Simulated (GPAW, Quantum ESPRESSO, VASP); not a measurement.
**One structure in several programs: NbH (Cmme, 4 atoms in the cell)**

Self-consistent single point, at a second geometry (lattice scaled by 0.98). First geometry:

```
CELL_PARAMETERS angstrom
      1.85422    -2.40469     0.00000
      1.85422     2.40469     0.00000
      0.00000     0.00000     4.82729
ATOMIC_POSITIONS crystal
  Nb 0.75000 0.25000 0.26884
  Nb 0.25000 0.75000 0.73116
  H  0.25000 0.25000 0.00000
  H  0.75000 0.75000 0.00000
```

Shared settings, as Quantum ESPRESSO writes them: occupations = smearing; smearing = gaussian; degauss = 0.0099958 Ry; K_POINTS = automatic 11 11 7 0 0 0. Potentials and cutoffs stand in the table.

```
code                                                                      model  ΔF from the first geometry (meV/atom)  pressure (GPa)  largest force (eV/Å)  cutoff
----------------  -------------------------------------------------------------  -------------------------------------  --------------  --------------------  ------
VASP                               LDA (PZ), VASP's LDA PAW potentials (set 64)                                  -26.4           -3.83                 0.003  300 eV
Quantum ESPRESSO            LDA (PZ), GBRV 1.5 ultrasoft (LDA) pseudopotentials                                  -28.8           -1.83                 0.003   40 Ry
GPAW              LDA (Perdew-Wang 92), GPAW PAW datasets LDA (gpaw-data 1.0.1)                                  -32.3           -2.71                 0.019  800 eV
```

For VASP (by 2.6 GPa) the energy change implies a higher mean pressure, against the two pressures, than for the other programs: a sign of finite-basis (Pulay) stress.

On VASP's run: spin polarisation is off.

The spread over the programs that give each value: ΔF from the first geometry within 5.9 meV/atom; pressure within 2.00 GPa; largest force within 0.016 eV/Å.

In the pressure, VASP (by 1.12) lies more than 1 GPa from the median of the plane-wave programs.

VASP's run is marked for a possible Pulay error in its stress at this cutoff; no cutoff test was made.

The starting cell comes from a database of computed structures (which also holds hypothetical and non-ambient phases and stackings), without a prior relaxation at this level. Its lattice was rescaled by a random factor within 2.5 % of one. For this run, on top of that: lattice scaled by 0.98.

Left out of this page: Ansatz, ABINIT, FLEUR and SIESTA (not drawn, or without a comparable value).
